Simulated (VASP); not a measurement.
Consider the following.

```xyz
4
Lattice="3.5500 0.0000 0.0000 0.0000 3.5500 0.0000 0.0000 0.0000 3.5500" Properties=species:S:1:pos:R:3 pbc="T T T"
Fe     0.0000     0.0000     0.0000
Ni     0.0000     1.7750     1.7750
Ni     1.7750     0.0000     1.7750
Ni     1.7750     1.7750     0.0000
```
Starting moments (μB, in the order of the record's atoms Fe Ni Ni Ni): 3.0 0.5 0.5 0.5.

Computed with PBE GGA, VASP's PBE PAW potentials (set 64) (plane waves; VASP 6.6.1). Settings: 300 eV cut-off, 8×8×8 Γ-centred mesh, Fermi-Dirac smearing of 0.10 eV, potentials Fe Ni.

Problem. Give the spin-up energies of bands 11 to 24 at the high-symmetry points, in eV from the Fermi level.

Solution. 
```
band      Γ      X      M      R
----  -----  -----  -----  -----
11    -1.66  -2.57  -2.88  -2.56
12    -1.66  -2.04  -2.88  -2.56
13    -0.83  -1.91  -2.70  -0.92
14    -0.83  -1.91  -1.91  -0.92
15    -0.81  -1.69  -1.80  -0.83
16    -0.71  -1.69  -1.80  -0.83
17    -0.71  -1.58  -1.70  -0.83
18    -0.71  -1.53  -1.70  -0.80
19    -0.63  -1.41  -1.51  -0.80
20    -0.63  -1.04  -1.47  -0.80
21    -0.63  -0.71   0.73  -0.49
22     2.25  -0.63   0.73  -0.49
23     2.25   7.46   0.78  -0.49
24     2.25   7.46   0.79  -0.36
```

Problem. Give the spin-down energies of bands 11 to 24 at the high-symmetry points, in eV from the Fermi level.

Solution. 
| band | Γ | X | M | R |
|---|---|---|---|---|
| 11 | -0.56 | -1.43 | -2.06 | -1.38 |
| 12 | -0.56 | -1.20 | -1.65 | -1.38 |
| 13 | 0.00 | -0.94 | -1.20 | -0.48 |
| 14 | 0.29 | -0.94 | -1.20 | -0.45 |
| 15 | 0.29 | -0.84 | -1.18 | -0.45 |
| 16 | 0.29 | -0.40 | -0.79 | -0.45 |
| 17 | 1.01 | -0.10 | -0.65 | 0.07 |
| 18 | 1.01 | -0.10 | 0.19 | 0.07 |
| 19 | 1.26 | 0.29 | 0.19 | 0.07 |
| 20 | 1.26 | 0.54 | 0.43 | 0.80 |
| 21 | 1.26 | 0.63 | 1.40 | 0.80 |
| 22 | 2.28 | 1.24 | 1.40 | 0.80 |
| 23 | 2.28 | 7.83 | 2.33 | 1.14 |
| 24 | 2.28 | 7.86 | 2.41 | 1.14 |

It has no gap at this level: it comes out as a metal or semimetal.

The structure is a typed Ni3Fe crystal. The cell was not relaxed at this level.
